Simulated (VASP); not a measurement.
Here is the system:

```
CELL_PARAMETERS angstrom
      4.63968     0.00000     0.00000
      0.00000     4.63968     0.00000
      0.00000     0.00000     3.09383
ATOMIC_POSITIONS crystal
  Zn 0.00000 0.00000 0.00000
  Zn 0.50000 0.50000 0.50000
  F  0.30322 0.30322 0.00000
  F  0.80322 0.19678 0.50000
  F  0.19678 0.80322 0.50000
  F  0.69678 0.69678 0.00000
```

Computed with LDA (Ceperley-Alder, Perdew-Zunger), VASP's LDA PAW potentials (set 64) (plane waves; VASP 6.6.1). Run with 520 eV cut-off, 5×5×7 Γ-centred mesh, Gaussian smearing of 0.050 eV, potentials Zn F.

Task: What does the run give for the energy per atom (σ→0), band gap (on the k-mesh) with the smallest direct gap where there is one?

Result: 
- band gap (on the k-mesh) = 3.39 eV
- smallest direct gap (on the k-mesh) = 3.39 eV
- energy per atom (σ→0) = -4.506 eV/atom

The compound is ZnF2 in the rutile structure. It was relaxed first. The start is the result of an earlier pass.
